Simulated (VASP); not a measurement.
These are PBE GGA with D3 dispersion (Becke-Johnson damping), VASP's PBE PAW potentials (set 64) (plane waves; VASP) values and carry that method's errors.

A VASP calculation is set up with these files.

### INCAR
```
ENCUT  =  520   ! plane-wave cut-off (eV)
LASPH  =  .True.
LCHARG  =  .True.
EDIFF  =  1E-7
NELM  =  100   ! most electronic steps
LMAXMIX  =  4
LREAL  =  .False.   ! projection in real space or not
LORBIT  =  11   ! lm-projected
LEFG  =  .True.
ALGO  =  Normal
GGA  =  PE   ! PBE
IVDW  =  12   ! D3, Becke-Johnson
PREC  =  Accurate
NEDOS  =  601
ISMEAR  =  -5   ! tetrahedra, Bloechl
SYSTEM  =  ZrB2
ISIF  =  2   ! forces and stress, cell fixed
LWAVE  =  .False.
```

### POSCAR
```
ZrB2
1
    1.5718492257    -2.7225231791     0.0000000000
    1.5718492257     2.7225231791     0.0000000000
   -0.0000000000    -0.0000000000     3.5152767642
Zr B
1 2
Direct
  0.0000000000   0.0000000000   0.0000000000
  0.3333330000   0.6666670000   0.5000000000
  0.6666670000   0.3333330000   0.5000000000
```

### KPOINTS
```
kpoints
0
gamma
13 13 10
0 0 0
```

POTCAR, in this order: Zr_sv B (PBE.64 set). Program: vasp_std.

The run wrote:

File OSZICAR:
```
       N       E                     dE             d eps       ncg     rms          rms(c)
DAV:   1     0.111379291238E+03    0.11138E+03   -0.10005E+04  3276   0.138E+03
DAV:   2    -0.219736446125E+02   -0.13335E+03   -0.12972E+03  3764   0.337E+02
DAV:   3    -0.275658753825E+02   -0.55922E+01   -0.55433E+01  5351   0.605E+01
DAV:   4    -0.276876371788E+02   -0.12176E+00   -0.12172E+00  4071   0.821E+00
DAV:   5    -0.276906780282E+02   -0.30408E-02   -0.30419E-02  5101   0.102E+00    0.226E+01
DAV:   6    -0.249989824418E+02    0.26917E+01   -0.77765E+00  3972   0.201E+01    0.926E+00
DAV:   7    -0.249627617234E+02    0.36221E-01   -0.91005E-01  5032   0.632E+00    0.325E+00
DAV:   8    -0.249650500314E+02   -0.22883E-02   -0.10581E-01  3911   0.305E+00    0.808E-01
DAV:   9    -0.249613189580E+02    0.37311E-02   -0.19234E-02  4070   0.116E+00    0.146E-01
DAV:  10    -0.249613167344E+02    0.22237E-05   -0.94695E-04  4173   0.290E-01    0.435E-02
DAV:  11    -0.249613283130E+02   -0.11579E-04   -0.31458E-05  4305   0.661E-02    0.147E-02
DAV:  12    -0.249613308853E+02   -0.25723E-05   -0.26711E-06  4268   0.173E-02    0.367E-03
DAV:  13    -0.249613321841E+02   -0.12988E-05   -0.35498E-07  3965   0.520E-03    0.129E-03
DAV:  14    -0.249613318359E+02    0.34823E-06   -0.27257E-08  2063   0.179E-03    0.360E-04
DAV:  15    -0.249613318221E+02    0.13732E-07   -0.31415E-09  1963   0.650E-04
   1 F= -.26157529E+02 E0= -.26157529E+02  d E =0.000000E+00
```

OUTCAR:
```
------------------------ aborting loop because EDIFF is reached ----------------------------------------
 Edisp (eV)   -1.19620
  FORCE on cell =-STRESS in cart. coord.  units (eV):
  Direction    XX          YY          ZZ          XY          YZ          ZX
  --------------------------------------------------------------------------------------
  Total       0.01357     0.01357    -0.06460     0.00000    -0.00000     0.00000
  in kB       0.72247     0.72247    -3.44027     0.00000    -0.00000     0.00000
  external pressure =       -0.67 kB  Pullay stress =        0.00 kB
  volume of cell :       30.09
      direct lattice vectors                 reciprocal lattice vectors
     1.571849226 -2.722523179  0.000000000     0.318096667 -0.183653166  0.000000000
     1.571849226  2.722523179  0.000000000     0.318096667  0.183653166  0.000000000
     0.000000000  0.000000000  3.515276764     0.000000000  0.000000000  0.284472623
 POSITION                                       TOTAL-FORCE (eV/Angst)
 -----------------------------------------------------------------------------------
      0.00000      0.00000      0.00000        -0.000000     -0.000000     -0.000000
      1.57185      0.90751      1.75764        -0.000000     -0.000000     -0.000000
      1.57185     -0.90751      1.75764         0.000000      0.000000      0.000000
 -----------------------------------------------------------------------------------
    total drift:                                0.000000     -0.000000      0.000000
  FREE ENERGIE OF THE ION-ELECTRON SYSTEM (eV)
  ---------------------------------------------------
  free  energy   TOTEN  =       -26.1575287784 eV

  energy  without entropy=      -26.1575287784  energy(sigma->0) =      -26.15752878

 total charge

# of ion       s       p       d       tot
------------------------------------------
    1        2.172   6.035   1.799  10.007
    2        0.671   1.262   0.000   1.933
    3        0.671   1.262   0.000   1.933
--------------------------------------------------
tot          3.514   8.560   1.799  13.873

 Electric field gradients after diagonalization (V/A^2)
 (convention: |V_zz| > |V_xx| > |V_yy|)
----------------------------------------------------------------------
 ion       V_xx      V_yy      V_zz     asymmetry (V_yy - V_xx)/ V_zz
----------------------------------------------------------------------
   1     -21.042   -21.039    42.080       0.000
   2      -0.971    -0.971     1.943       0.000
   3      -0.971    -0.971     1.943       0.000
```
(Selected blocks of OUTCAR.)

OUTCAR:
```
 val. band max:       10.8994033742   @ k =   0.0769   0.0000   0.3000

 cond. band min:      10.5497615649   @ k =   0.1538   0.1538   0.2000


 Fermi energy:        10.9473835146

 k-point     1 :       0.0000    0.0000    0.0000
  band No.  band energies     occupation
      1     -37.7946      2.00000
      2     -15.9978      2.00000
      3     -15.4027      2.00000
      4     -15.4027      2.00000
      5      -2.0693      2.00000
      6       8.1161      2.00000
      7       8.1161      2.00000
      8       8.1275      2.00000
      9       8.4025      2.00000
     10      14.2721      0.00000
     11      14.2721      0.00000
     12      15.0278      0.00000
     13      15.0278      0.00000

 k-point     2 :       0.0769    0.0000    0.0000
  band No.  band energies     occupation
      1     -37.7873      2.00000
      2     -15.9871      2.00000
      3     -15.4655      2.00000
      4     -15.4162      2.00000
      5      -1.9479      2.00000
      6       7.7637      2.00000
      7       8.1206      2.00000
      8       8.2468      2.00000
      9       8.2646      2.00000
     10      14.1940      0.00000
     11      14.2906      0.00000
     12      14.4676      0.00000
     13      14.5615      0.00000

 k-point     3 :       0.1538    0.0000    0.0000
  band No.  band energies     occupation
      1     -37.7671      2.00000
      2     -15.9572      2.00000
      3     -15.6363      2.00000
      4     -15.4535      2.00000
      5      -1.5965      2.00000
      6       6.9065      2.00000
      7       7.9277      2.00000
      8       8.1086      2.00000
      9       8.5303      2.00000
     10      13.3615      0.00000
     11      13.9880      0.00000
     12      14.1912      0.00000
     13      14.8029      0.00000

 k-point     4 :       0.2308    0.0000    0.0000
  band No.  band energies     occupation
      1     -37.7383      2.00000
      2     -15.9147      2.00000
      3     -15.8692      2.00000
...
```

For a metal the tetrahedron method with Blöchl corrections gives inexact stress and forces.

The compound is ZrB2 in the AlB2 type structure. It was relaxed first.
